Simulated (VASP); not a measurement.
Output of a VASP run:

OUTCAR:
```
 ion  position               nearest neighbor table
   1  0.000  0.000  0.000-   2 2.33   2 2.33   2 2.33   2 2.33
   2  0.250  0.250  0.250-   1 2.33   1 2.33   1 2.33   1 2.33
  LATTYP: Found a face centered cubic cell.
 ALAT       =     5.3761376632
 Subroutine PRICEL returns:
 Original cell was already a primitive cell.
 Subroutine GETGRP returns: Found 48 space group operations
The static configuration has the point symmetry T_d .
 The point group associated with its full space group is O_h .
The dynamic configuration has the point symmetry T_d .
 Subroutine INISYM returns: Found 48 space group operations
 Subroutine IBZKPT returns following result:
 Found     29 irreducible k-points:

 Following reciprocal coordinates:
            Coordinates               Weight
  0.000000  0.000000  0.000000      1.000000
  0.125000  0.000000  0.000000      8.000000
  0.250000  0.000000  0.000000      8.000000
  0.375000  0.000000  0.000000      8.000000
  0.500000  0.000000  0.000000      4.000000
  0.125000  0.125000  0.000000      6.000000
  0.250000  0.125000  0.000000     24.000000
  0.375000  0.125000  0.000000     24.000000
  0.500000  0.125000  0.000000     24.000000
 -0.375000  0.125000  0.000000     24.000000
 -0.250000  0.125000  0.000000     24.000000
 -0.125000  0.125000  0.000000     12.000000
  0.250000  0.250000  0.000000      6.000000
  0.375000  0.250000  0.000000     24.000000
  0.500000  0.250000  0.000000     24.000000
 -0.375000  0.250000  0.000000     24.000000
 -0.250000  0.250000  0.000000     12.000000
  0.375000  0.375000  0.000000      6.000000
  0.500000  0.375000  0.000000     24.000000
 -0.375000  0.375000  0.000000     12.000000
  0.500000  0.500000  0.000000      3.000000
  0.375000  0.250000  0.125000     24.000000
  0.500000  0.250000  0.125000     48.000000
 -0.375000  0.250000  0.125000     24.000000
  0.500000  0.375000  0.125000     24.000000
 -0.375000  0.375000  0.125000     48.000000
 -0.250000  0.375000  0.125000     24.000000
 -0.375000  0.500000  0.125000     12.000000
 -0.250000  0.500000  0.250000      6.000000
   k-points           NKPTS =     29   k-points in BZ     NKDIM =     29   number of bands    NBANDS=      8
   number of dos      NEDOS =    301   number of ions     NIONS =      2
   total plane-waves  NPLWV =  21952
   dimension x,y,z NGX =    28 NGY =   28 NGZ =   28
   dimension x,y,z NGXF=    56 NGYF=   56 NGZF=   56
   ions per type =               2
   PREC   = accura    normal or accurate (medium, high low for compatibility)
   ISTART =      0    job   : 0-new  1-cont  2-samecut
   ICHARG =      2    charge: 1-file 2-atom 10-const
   ISPIN  =      1    spin polarized calculation?
   LNONCOLLINEAR =      F non collinear calculations
   LSORBIT =      F    spin-orbit coupling
   INIWAV =      1    electr: 0-lowe 1-rand  2-diag
   ENCUT  =  520.0 eV  38.22 Ry    6.18 a.u.   7.07  7.07  7.07*2*pi/ulx,y,z
   NELM   =    100;   NELMIN=  2; NELMDL= -5     # of ELM steps
   EDIFF  = 0.1E-06   stopping-criterion for ELM
   LREAL  =      F    real-space projection
   NLSPLINE    = F    spline interpolate recip. space projectors
   LMAXMIX     =    2 max onsite mixed and CHGCAR
   VOSKOWN=      0    Vosko Wilk Nusair interpolation
   EDIFFG = 0.1E-05   stopping-criterion for IOM
   NSW    =      0    number of steps for IOM
   NBLOCK =      1;   KBLOCK =      1    inner block; outer block
   IBRION =     -1    ionic relax: 0-MD 1-quasi-New 2-CG
   NFREE  =      0    steps in history (QN), initial steepest desc. (CG)
   ISIF   =      2    stress and relaxation
   ISYM   =      2    0-nonsym 1-usesym 2-fastsym
   TEIN   =    0.0    initial temperature
   TEBEG  =    0.0;   TEEND  =   0.0 temperature during run
   SMASS  =  -3.00    Nose mass-parameter (am)
   PSTRESS=    0.0 pullay stress
   NELECT =       8.0000    total number of electrons
   EFERMI =   0.00;   METHOD = LEGACY
   ISMEAR =     0;   SIGMA  =   0.05  broadening in eV -4-tet -1-fermi 0-gaus
...
```

OSZICAR:
```
       N       E                     dE             d eps       ncg     rms          rms(c)
DAV:   1     0.972580110362E+00    0.97258E+00   -0.34080E+03   464   0.794E+02
DAV:   2    -0.183063610608E+02   -0.19279E+02   -0.18254E+02   688   0.857E+01
DAV:   3    -0.185607238006E+02   -0.25436E+00   -0.25436E+00   608   0.125E+01
DAV:   4    -0.185617677649E+02   -0.10440E-02   -0.10440E-02   680   0.860E-01
DAV:   5    -0.185617690574E+02   -0.12925E-05   -0.12925E-05   648   0.278E-02    0.629E+00
DAV:   6    -0.173918592712E+02    0.11699E+01   -0.15229E-01   536   0.314E+00    0.443E+00
DAV:   7    -0.183745258910E+02   -0.98267E+00   -0.71494E-01   496   0.431E+00    0.872E-01
DAV:   8    -0.173895715342E+02    0.98495E+00   -0.19011E-01   488   0.300E+00    0.531E-01
DAV:   9    -0.173518747974E+02    0.37697E-01   -0.52881E-02   608   0.183E+00    0.338E-01
DAV:  10    -0.173889757545E+02   -0.37101E-01   -0.34698E-02   464   0.162E+00    0.693E-02
DAV:  11    -0.173892273007E+02   -0.25155E-03   -0.66593E-04   728   0.239E-01    0.264E-02
DAV:  12    -0.173892659930E+02   -0.38692E-04   -0.13973E-04   496   0.151E-01    0.205E-02
DAV:  13    -0.173892711256E+02   -0.51327E-05   -0.57364E-06   656   0.341E-02    0.164E-02
DAV:  14    -0.173892618240E+02    0.93016E-05   -0.12289E-05   504   0.409E-02    0.859E-03
DAV:  15    -0.173892698150E+02   -0.79910E-05   -0.38186E-06   544   0.270E-02    0.641E-03
DAV:  16    -0.173892693684E+02    0.44660E-06   -0.11371E-07   568   0.317E-03    0.530E-03
DAV:  17    -0.173892694063E+02   -0.37918E-07   -0.33481E-09   360   0.620E-04
   1 F= -.17389269E+02 E0= -.17389269E+02  d E =-.545759E-15
```

### OUTCAR
```
------------------------ aborting loop because EDIFF is reached ----------------------------------------
  FORCE on cell =-STRESS in cart. coord.  units (eV):
  Direction    XX          YY          ZZ          XY          YZ          ZX
  --------------------------------------------------------------------------------------
  Total        0.7909016      0.7909016      0.7909016      0.0000000      0.0000000     -0.0000000
  in kB       32.6198428     32.6198428     32.6198428      0.0000000      0.0000000     -0.0000000
  external PRESSURE =      32.6198428 kB  Pullay stress =       0.0000000 kB
  volume of cell :       38.85
      direct lattice vectors                 reciprocal lattice vectors
     0.000000000  2.688068832  2.688068832    -0.186007142  0.186007142  0.186007142
     2.688068832  0.000000000  2.688068832     0.186007142 -0.186007142  0.186007142
     2.688068832  2.688068832  0.000000000     0.186007142  0.186007142 -0.186007142
 POSITION                                       TOTAL-FORCE (eV/Angst)
 -----------------------------------------------------------------------------------
      0.00000      0.00000      0.00000        -0.000000     -0.000000     -0.000000
      1.34403      1.34403      1.34403         0.000000      0.000000      0.000000
 -----------------------------------------------------------------------------------
    total drift:                                0.000000      0.000000     -0.000000
  FREE ENERGIE OF THE ION-ELECTRON SYSTEM (eV)
  ---------------------------------------------------
  free  energy   TOTEN  =       -17.3892694063 eV

  energy  without entropy=      -17.3892694063  energy(sigma->0) =      -17.38926941
```
(Selected blocks of OUTCAR.)

### POSCAR
```
Si
1
    0.0000000000     2.6880688316     2.6880688316
    2.6880688316     0.0000000000     2.6880688316
    2.6880688316     2.6880688316     0.0000000000
Si
2
Direct
  0.0000000000   0.0000000000   0.0000000000
  0.2500000000   0.2500000000   0.2500000000
```

**Question.** Write an INCAR and KPOINTS that could have produced this output.

**Answer.** This is not unique; one that fits is the input of the run itself, r2SCAN+rVV10, plane waves, VASP's PBE PAW potentials (set 64).

KPOINTS:
```
Automatic mesh
0
Gamma
8 8 8
0 0 0
```

### INCAR
```
SYSTEM = Si
PREC = Accurate
ENCUT = 520
EDIFF = 1E-7
NELM = 100
ALGO = Normal
LREAL = .FALSE.
LASPH = .TRUE.
ISMEAR = 0
SIGMA = 0.05
METAGGA = R2SCAN
LUSE_VDW = .TRUE.
BPARAM = 11.95
CPARAM = 0.0093
LMIXTAU = .TRUE.
LWAVE = .FALSE.
LCHARG = .FALSE.
ISIF = 2
```

POTCAR, in this order: Si (PBE.64 set). Program: vasp_std.

The compound is Si in the diamond structure. This cell is one point of a volume scan, at 0.97 of the reference volume.
